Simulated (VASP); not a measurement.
# How SCF solver and smearing change a VASP run on BaTiO3 (Barioperovskite), part 3 of 4

Aim: find what the SCF solver and smearing change for BaTiO3 (Barioperovskite), and what they cost. The series runs use r2SCAN. The start is a cell from a database of measured crystal structures.

VASP 6.6.1; r2SCAN; plane waves and PAW (Ba_sv, Ti_sv, O).

So far. Step 11 (Smearing: ISMEAR = -1, SIGMA = 0.01): The series starts at -14.8469 eV an atom and 1.07 GPa, after 16 cycles in 49 s. The entropy term T·S comes to 0.00 meV an atom in size. Step 12 (Smearing: ISMEAR = -1, SIGMA = 0.05): Against the run before the energy at zero width stays within 0.01 meV an atom and the pressure within 0.01 GPa, after 16 cycles in 49 s. The entropy term T·S comes to 0.00 meV an atom in size.

## (13) Smearing: ISMEAR = -1, SIGMA = 0.1

INCAR reads:

```
SYSTEM = BaTiO3
PREC = Accurate
ENCUT = 520
EDIFF = 1E-06
NELM = 100
ISMEAR = -1
SIGMA = 0.1
LREAL = .FALSE.
ALGO = Normal
METAGGA = R2SCAN
LASPH = .TRUE.
NBANDS = 26
LORBIT = 11
LWAVE = .FALSE.
LCHARG = .FALSE.
KPAR = 4
ISIF = 2
```

POSCAR reads:

```
BaTiO3
1.0
    3.9855000000      0.0000000000      0.0000000000
    0.0000000000      2.8369000000      2.8451500000
    0.0000000000     -2.8369000000      2.8451500000
Ba Ti O
1 1 3
Direct
    0.0000000000      0.0000000000      0.0000000000
    0.5000000000      0.5124000000      0.5124000000
    0.0000000000      0.4874000000      0.4874000000
    0.5000000000      0.5052400000      0.9918400000
    0.5000000000      0.9918400000      0.5052400000
```

KPOINTS reads:

```
Automatic mesh
0
Gamma
6 6 6
0 0 0
```

Potentials, in the order of the species: Ba_sv, Ti_sv and O (PBE family, release 64).

The run is started by

```console
mpirun -np 4 vasp_std
```

Output:

```text
[... set-up lines as in an earlier step ...]
 entering main loop
       N       E                     dE             d eps       ncg     rms          rms(c)
DAV:   1     0.418361182989E+03    0.41836E+03   -0.21550E+04  2704   0.171E+03
DAV:   2    -0.477925329463E+02   -0.46615E+03   -0.44939E+03  3210   0.470E+02
DAV:   3    -0.947758723041E+02   -0.46983E+02   -0.46403E+02  3924   0.145E+02
[... 1 cycle as in an earlier step ...]
DAV:   5    -0.971912434748E+02   -0.85924E-01   -0.85901E-01  3876   0.414E+00    0.229E+01
DAV:   6    -0.735433090238E+02    0.23648E+02   -0.44126E+01  3848   0.739E+01    0.655E+00
DAV:   7    -0.741841062274E+02   -0.64080E+00   -0.45591E+00  3260   0.134E+01    0.490E+00
DAV:   8    -0.742099704908E+02   -0.25864E-01   -0.43112E-01  3562   0.519E+00    0.155E+00
[...]
DAV:  14    -0.742343248091E+02    0.31548E-04   -0.16641E-04  3232   0.775E-02    0.141E-02
DAV:  15    -0.742343216276E+02    0.31815E-05   -0.16724E-05  3746   0.386E-02    0.307E-03
DAV:  16    -0.742343216147E+02    0.12871E-07   -0.73156E-07  2054   0.713E-03
   1 F= -.74234322E+02 E0= -.74234320E+02  d E =-.331860E-05
```

It took 48 s on 4 MPI ranks of Intel Xeon 6975P-C (Granite Rapids), shared host; peak memory 0.92 GiB.

From OUTCAR (step 13):

```text
  Total        0.4862948      0.5349412      0.2686473      0.0000000      0.0000000      0.0000000
  in kB       12.1101130     13.3215460      6.6900768      0.0000000      0.0000000      0.0000000
  external PRESSURE =      10.7072453 kB  Pullay stress =       0.0000000 kB

 POSITION                                       TOTAL-FORCE (eV/Angst)
 -----------------------------------------------------------------------------------
      0.00000      0.00000      0.00000         0.000000      0.000000      0.161781
      1.99275      0.00000      2.91571         0.000000      0.000000      0.116228
      0.00000      0.00000      2.77345         0.000000      0.000000      0.267528
      1.99275     -1.38044      4.25942         0.000000     -0.014314     -0.272768
      1.99275      1.38044      4.25942         0.000000      0.014314     -0.272768
 -----------------------------------------------------------------------------------
    total drift:                                0.000000      0.000001      0.000460

  FREE ENERGIE OF THE ION-ELECTRON SYSTEM (eV)
  ---------------------------------------------------
  free  energy   TOTEN  =       -74.2343216147 eV

  energy  without entropy=      -74.2343182961  energy(sigma->0) =      -74.23431996

[... 2 parts as in an earlier step ...]

[... 1 further part left out ...]
[key lines of the parts left out:]
E-fermi :   4.6785
```

Against the run before the energy at zero width stays within 0.01 meV an atom and the pressure within 0.01 GPa, after 16 cycles in 48 s. The entropy term T·S comes to 0.00 meV an atom in size.

## (14) Smearing: ISMEAR = -1, SIGMA = 0.2

INCAR, as its differences from that of step 13:

```diff
@@ -6,3 +6,3 @@
 ISMEAR = -1
-SIGMA = 0.1
+SIGMA = 0.2
 LREAL = .FALSE.
```

POSCAR is that of step 13.

KPOINTS is that of step 13.

The run is started by

```console
mpirun -np 4 vasp_std
```

Output:

```text
[... set-up lines as in an earlier step ...]
 entering main loop
       N       E                     dE             d eps       ncg     rms          rms(c)
DAV:   1     0.418308304436E+03    0.41831E+03   -0.21550E+04  2704   0.171E+03
DAV:   2    -0.478025742481E+02   -0.46611E+03   -0.44932E+03  3210   0.470E+02
DAV:   3    -0.947758723044E+02   -0.46973E+02   -0.46405E+02  3924   0.145E+02
DAV:   4    -0.971053195723E+02   -0.23294E+01   -0.23250E+01  3918   0.280E+01
[...]
DAV:  15    -0.742346976002E+02    0.15920E-05   -0.82554E-06  3164   0.195E-02    0.646E-03
DAV:  16    -0.742346965473E+02    0.10529E-05   -0.31096E-06  2490   0.171E-02    0.216E-03
DAV:  17    -0.742346967268E+02   -0.17954E-06   -0.51197E-07  1644   0.570E-03
   1 F= -.74234697E+02 E0= -.74233160E+02  d E =-.307365E-02
```

Wall time 50 s (4 MPI ranks); peak memory 0.9 GiB.

From OUTCAR (step 14):

```text
  Total        0.4947319      0.5431717      0.2772638      0.0000000      0.0000000      0.0000000
  in kB       12.3202217     13.5265076      6.9046505      0.0000000      0.0000000      0.0000000
  external PRESSURE =      10.9171266 kB  Pullay stress =       0.0000000 kB

 POSITION                                       TOTAL-FORCE (eV/Angst)
 -----------------------------------------------------------------------------------
      0.00000      0.00000      0.00000         0.000000      0.000000      0.161829
      1.99275      0.00000      2.91571         0.000000      0.000000      0.113589
      0.00000      0.00000      2.77345         0.000000      0.000000      0.267882
      1.99275     -1.38044      4.25942         0.000000     -0.015041     -0.271650
      1.99275      1.38044      4.25942         0.000000      0.015041     -0.271650
 -----------------------------------------------------------------------------------
    total drift:                                0.000000      0.000001      0.000337

  FREE ENERGIE OF THE ION-ELECTRON SYSTEM (eV)
  ---------------------------------------------------
  free  energy   TOTEN  =       -74.2346967268 eV

  energy  without entropy=      -74.2316230783  energy(sigma->0) =      -74.23315990

[... 2 parts as in an earlier step ...]

[... 1 further part left out ...]
[key lines of the parts left out:]
E-fermi :   4.7418
```

Against the run before the energy at zero width moves by +0.23 meV an atom and the pressure by +0.02 GPa, after 17 cycles in 50 s. The entropy term T·S comes to 0.61 meV an atom in size.

## (15) Smearing: ISMEAR = -1, SIGMA = 0.5

INCAR, as its differences from that of step 14:

```diff
@@ -6,3 +6,3 @@
 ISMEAR = -1
-SIGMA = 0.2
+SIGMA = 0.5
 LREAL = .FALSE.
```

POSCAR is that of step 14.

KPOINTS is that of step 14.

The run is started by

```console
mpirun -np 4 vasp_std
```

Output:

```text
[... set-up lines as in an earlier step ...]
 entering main loop
       N       E                     dE             d eps       ncg     rms          rms(c)
DAV:   1     0.417901301877E+03    0.41790E+03   -0.21550E+04  2704   0.171E+03
DAV:   2    -0.478766836287E+02   -0.46578E+03   -0.44875E+03  3210   0.470E+02
DAV:   3    -0.947763821449E+02   -0.46900E+02   -0.46200E+02  3924   0.145E+02
DAV:   4    -0.971058748963E+02   -0.23295E+01   -0.23250E+01  3918   0.280E+01
[...]
DAV:  14    -0.743390330831E+02    0.55685E-04   -0.17872E-04  3882   0.102E-01    0.117E-02
DAV:  15    -0.743390341652E+02   -0.10821E-05   -0.18859E-05  3172   0.290E-02    0.484E-03
DAV:  16    -0.743390337002E+02    0.46496E-06   -0.13395E-06  1910   0.736E-03
   1 F= -.74339034E+02 E0= -.74103609E+02  d E =-.470849E+00
```

The job ended after 50 s (4 MPI ranks; peak memory 0.91 GiB).

From OUTCAR (step 15):

```text
  Total        0.9036089      0.9406181      0.6862510      0.0000000      0.0000000      0.0000000
  in kB       22.5024123     23.4240452     17.0895875      0.0000000      0.0000000      0.0000000
  external PRESSURE =      21.0053483 kB  Pullay stress =       0.0000000 kB

 POSITION                                       TOTAL-FORCE (eV/Angst)
 -----------------------------------------------------------------------------------
      0.00000      0.00000      0.00000         0.000000      0.000000      0.161680
      1.99275      0.00000      2.91571         0.000000      0.000000     -0.107939
      0.00000      0.00000      2.77345         0.000000      0.000000      0.285958
      1.99275     -1.38044      4.25942         0.000000     -0.092755     -0.169849
      1.99275      1.38044      4.25942         0.000000      0.092755     -0.169849
 -----------------------------------------------------------------------------------
    total drift:                                0.000000      0.000001      0.000839

  FREE ENERGIE OF THE ION-ELECTRON SYSTEM (eV)
  ---------------------------------------------------
  free  energy   TOTEN  =       -74.3390337002 eV

  energy  without entropy=      -73.8681849613  energy(sigma->0) =      -74.10360933

[... 2 parts as in an earlier step ...]

[... 1 further part left out ...]
[key lines of the parts left out:]
E-fermi :   4.9228
```

Against the run before the energy at zero width moves by +25.91 meV an atom and the pressure by +1.01 GPa, after 16 cycles in 50 s. The entropy term T·S comes to 94.17 meV an atom in size.

## (16) Smearing: ISMEAR = 1, SIGMA = 0.01

INCAR, as its differences from that of step 15:

```diff
@@ -5,4 +5,4 @@
 NELM = 100
-ISMEAR = -1
-SIGMA = 0.5
+ISMEAR = 1
+SIGMA = 0.01
 LREAL = .FALSE.
```

POSCAR is that of step 15.

KPOINTS is that of step 15.

The run is started by

```console
mpirun -np 4 vasp_std
```

Output:

```text
[... set-up lines as in an earlier step ...]
 entering main loop
       N       E                     dE             d eps       ncg     rms          rms(c)
DAV:   1     0.418378644059E+03    0.41838E+03   -0.21550E+04  2704   0.171E+03
DAV:   2    -0.477876924162E+02   -0.46617E+03   -0.44948E+03  3210   0.470E+02
[... 8 cycles as in an earlier step ...]
DAV:  11    -0.742363034733E+02    0.41333E-03   -0.30491E-02  4032   0.152E+00    0.362E-01
DAV:  12    -0.742343408639E+02    0.19626E-02   -0.79902E-03  4078   0.828E-01    0.598E-02
DAV:  13    -0.742343560905E+02   -0.15227E-04   -0.26490E-04  3128   0.131E-01    0.444E-02
DAV:  14    -0.742343245724E+02    0.31518E-04   -0.16643E-04  3232   0.775E-02    0.141E-02
DAV:  15    -0.742343213854E+02    0.31870E-05   -0.16804E-05  3754   0.387E-02    0.310E-03
DAV:  16    -0.742343213700E+02    0.15356E-07   -0.73305E-07  2054   0.714E-03
   1 F= -.74234321E+02 E0= -.74234321E+02  d E =0.742377E-47
```

The job ended after 50 s (4 MPI ranks; peak memory 0.92 GiB; 2.6 min of CPU time).

Parts of OUTCAR (step 16):

```text
  Total        0.4862841      0.5349177      0.2686486      0.0000000      0.0000000      0.0000000
  in kB       12.1098478     13.3209615      6.6901074      0.0000000      0.0000000      0.0000000
  external PRESSURE =      10.7069722 kB  Pullay stress =       0.0000000 kB

 POSITION                                       TOTAL-FORCE (eV/Angst)
 -----------------------------------------------------------------------------------
      0.00000      0.00000      0.00000         0.000000      0.000000      0.161781
      1.99275      0.00000      2.91571         0.000000      0.000000      0.116231
      0.00000      0.00000      2.77345         0.000000      0.000000      0.267527
      1.99275     -1.38044      4.25942         0.000000     -0.014314     -0.272769
      1.99275      1.38044      4.25942         0.000000      0.014314     -0.272769
 -----------------------------------------------------------------------------------
    total drift:                                0.000000      0.000001      0.000463

  FREE ENERGIE OF THE ION-ELECTRON SYSTEM (eV)
  ---------------------------------------------------
  free  energy   TOTEN  =       -74.2343213700 eV

  energy  without entropy=      -74.2343213700  energy(sigma->0) =      -74.23432137

[... 2 parts as in an earlier step ...]

[... 1 further part left out ...]
[key lines of the parts left out:]
E-fermi :   3.6054
```

Methfessel-Paxton smearing is not meant for a cell with a gap.

Against the first of the series the energy at zero width stays within 0.01 meV an atom and the pressure within 0.01 GPa, after 16 cycles in 50 s. The entropy term T·S comes to 0.00 meV an atom in size.

## (17) Smearing: ISMEAR = 1, SIGMA = 0.05

INCAR, as its differences from that of step 16:

```diff
@@ -6,3 +6,3 @@
 ISMEAR = 1
-SIGMA = 0.01
+SIGMA = 0.05
 LREAL = .FALSE.
```

POSCAR is that of step 16.

KPOINTS is that of step 16.

The run is started by

```console
mpirun -np 4 vasp_std
```

Output:

```text
[... set-up lines as in an earlier step ...]
 entering main loop
       N       E                     dE             d eps       ncg     rms          rms(c)
DAV:   1     0.418378117786E+03    0.41838E+03   -0.21550E+04  2704   0.171E+03
DAV:   2    -0.477878286938E+02   -0.46617E+03   -0.44949E+03  3210   0.470E+02
DAV:   3    -0.947758588829E+02   -0.46988E+02   -0.46406E+02  3924   0.145E+02
DAV:   4    -0.971052875888E+02   -0.23294E+01   -0.23250E+01  3918   0.280E+01
[...]
DAV:  14    -0.742342420146E+02    0.30852E-04   -0.16190E-04  3248   0.772E-02    0.146E-02
DAV:  15    -0.742342387022E+02    0.33124E-05   -0.18401E-05  3792   0.401E-02    0.354E-03
DAV:  16    -0.742342386336E+02    0.68537E-07   -0.77816E-07  2022   0.748E-03
   1 F= -.74234239E+02 E0= -.74234297E+02  d E =0.174578E-03
```

The job ended after 51 s (4 MPI ranks; peak memory 0.9 GiB; 2.6 min of CPU time).

From OUTCAR (step 17):

```text
  Total        0.4856184      0.5364792      0.2684989      0.0000000      0.0000000      0.0000000
  in kB       12.0932686     13.3598465      6.6863812      0.0000000      0.0000000      0.0000000
  external PRESSURE =      10.7131655 kB  Pullay stress =       0.0000000 kB

 POSITION                                       TOTAL-FORCE (eV/Angst)
 -----------------------------------------------------------------------------------
      0.00000      0.00000      0.00000         0.000000      0.000000      0.161754
      1.99275      0.00000      2.91571         0.000000      0.000000      0.116690
      0.00000      0.00000      2.77345         0.000000      0.000000      0.267468
      1.99275     -1.38044      4.25942         0.000000     -0.014330     -0.272956
      1.99275      1.38044      4.25942         0.000000      0.014330     -0.272956
 -----------------------------------------------------------------------------------
    total drift:                                0.000000      0.000001      0.000497

  FREE ENERGIE OF THE ION-ELECTRON SYSTEM (eV)
  ---------------------------------------------------
  free  energy   TOTEN  =       -74.2342386336 eV

  energy  without entropy=      -74.2344132116  energy(sigma->0) =      -74.23429683

[... 2 parts as in an earlier step ...]

[... 1 further part left out ...]
[key lines of the parts left out:]
E-fermi :   3.5260
```

Against the run before the energy at zero width stays within 0.01 meV an atom and the pressure within 0.01 GPa, after 16 cycles in 51 s. The entropy term T·S comes to 0.03 meV an atom in size.

## (18) Smearing: ISMEAR = 1, SIGMA = 0.1

INCAR, as its differences from that of step 17:

```diff
@@ -6,3 +6,3 @@
 ISMEAR = 1
-SIGMA = 0.05
+SIGMA = 0.1
 LREAL = .FALSE.
```

POSCAR is that of step 17.

KPOINTS is that of step 17.

The run is started by

```console
mpirun -np 4 vasp_std
```

Output:

```text
[... set-up lines as in an earlier step ...]
 entering main loop
       N       E                     dE             d eps       ncg     rms          rms(c)
DAV:   1     0.418377647272E+03    0.41838E+03   -0.21550E+04  2704   0.171E+03
DAV:   2    -0.477878582083E+02   -0.46617E+03   -0.44951E+03  3210   0.470E+02
DAV:   3    -0.947758424527E+02   -0.46988E+02   -0.46406E+02  3924   0.145E+02
DAV:   4    -0.971048756272E+02   -0.23290E+01   -0.23250E+01  3918   0.280E+01
[...]
DAV:  14    -0.742340034533E+02    0.30272E-04   -0.15386E-04  3264   0.767E-02    0.156E-02
DAV:  15    -0.742339997546E+02    0.36987E-05   -0.21937E-05  3866   0.425E-02    0.412E-03
DAV:  16    -0.742339995705E+02    0.18413E-06   -0.91394E-07  1996   0.812E-03
   1 F= -.74234000E+02 E0= -.74234185E+02  d E =0.554844E-03
```

The job ended after 51 s (4 MPI ranks; peak memory 0.91 GiB).

Parts of OUTCAR (step 18):

```text
  Total        0.4845476      0.5376874      0.2702895      0.0000000      0.0000000      0.0000000
  in kB       12.0666038     13.3899343      6.7309709      0.0000000      0.0000000      0.0000000
  external PRESSURE =      10.7291697 kB  Pullay stress =       0.0000000 kB

 POSITION                                       TOTAL-FORCE (eV/Angst)
 -----------------------------------------------------------------------------------
      0.00000      0.00000      0.00000         0.000000      0.000000      0.161573
      1.99275      0.00000      2.91571         0.000000      0.000000      0.117285
      0.00000      0.00000      2.77345         0.000000      0.000000      0.267658
      1.99275     -1.38044      4.25942         0.000000     -0.014399     -0.273258
      1.99275      1.38044      4.25942         0.000000      0.014399     -0.273258
 -----------------------------------------------------------------------------------
    total drift:                                0.000000      0.000001      0.000504

  FREE ENERGIE OF THE ION-ELECTRON SYSTEM (eV)
  ---------------------------------------------------
  free  energy   TOTEN  =       -74.2339995705 eV

  energy  without entropy=      -74.2345544144  energy(sigma->0) =      -74.23418452

[... 2 parts as in an earlier step ...]

[... 1 further part left out ...]
[key lines of the parts left out:]
E-fermi :   3.5502
```

Against the run before the energy at zero width moves by +0.02 meV an atom while the pressure stays within 0.01 GPa, after 16 cycles in 51 s. The entropy term T·S comes to 0.11 meV an atom in size.

## (19) Smearing: ISMEAR = 1, SIGMA = 0.2

INCAR, as its differences from that of step 18:

```diff
@@ -6,3 +6,3 @@
 ISMEAR = 1
-SIGMA = 0.1
+SIGMA = 0.2
 LREAL = .FALSE.
```

POSCAR is that of step 18.

KPOINTS is that of step 18.

The run is started by

```console
mpirun -np 4 vasp_std
```

Output:

```text
[... set-up lines as in an earlier step ...]
 entering main loop
       N       E                     dE             d eps       ncg     rms          rms(c)
DAV:   1     0.418377334929E+03    0.41838E+03   -0.21550E+04  2704   0.171E+03
DAV:   2    -0.477883231644E+02   -0.46617E+03   -0.44941E+03  3210   0.470E+02
DAV:   3    -0.947723557422E+02   -0.46984E+02   -0.46404E+02  3924   0.145E+02
DAV:   4    -0.970986619768E+02   -0.23263E+01   -0.23188E+01  3918   0.280E+01
[...]
DAV:  14    -0.742328715017E+02    0.35271E-04   -0.18034E-04  3218   0.781E-02    0.144E-02
DAV:  15    -0.742328679907E+02    0.35110E-05   -0.15713E-05  3722   0.379E-02    0.213E-03
DAV:  16    -0.742328680524E+02   -0.61685E-07   -0.84732E-07  2168   0.734E-03
   1 F= -.74232868E+02 E0= -.74234565E+02  d E =0.508975E-02
```

Wall time 51 s (4 MPI ranks); peak memory 0.89 GiB; 2.6 min of CPU time.

Parts of OUTCAR (step 19):

```text
  Total        0.4784935      0.5357043      0.2680000      0.0000000      0.0000000      0.0000000
  in kB       11.9158387     13.3405485      6.6739564      0.0000000      0.0000000      0.0000000
  external PRESSURE =      10.6434479 kB  Pullay stress =       0.0000000 kB

 POSITION                                       TOTAL-FORCE (eV/Angst)
 -----------------------------------------------------------------------------------
      0.00000      0.00000      0.00000         0.000000      0.000000      0.161465
      1.99275      0.00000      2.91571         0.000000      0.000000      0.118562
      0.00000      0.00000      2.77345         0.000000      0.000000      0.267622
      1.99275     -1.38044      4.25942         0.000000     -0.014548     -0.273824
      1.99275      1.38044      4.25942         0.000000      0.014548     -0.273824
 -----------------------------------------------------------------------------------
    total drift:                                0.000000      0.000001      0.000399

  FREE ENERGIE OF THE ION-ELECTRON SYSTEM (eV)
  ---------------------------------------------------
  free  energy   TOTEN  =       -74.2328680524 eV

  energy  without entropy=      -74.2379577979  energy(sigma->0) =      -74.23456463

[... 2 parts as in an earlier step ...]

[... 1 further part left out ...]
[key lines of the parts left out:]
E-fermi :   3.5658
```

Against the run before the energy at zero width moves by -0.08 meV an atom and the pressure by -0.01 GPa, after 16 cycles in 51 s. The entropy term T·S comes to 1.02 meV an atom in size.

[end of part 3 of 4]

[Lines on the potential files, build, host, timing and source positions are cut from VASP's logs without a mark.]

[Logs are printed without paths, hosts, clocks, repeated set-up lines and the standing remarks that a program may print on its own settings, such as how far it seeks lower states.]

[Hosts, paths, dates, database ids (printed as entryN), source tags and the programs' standing remarks are cut or masked in the printed files.]

[A measured line is paired with the nearest computed mode of its activity, which favours agreement.]
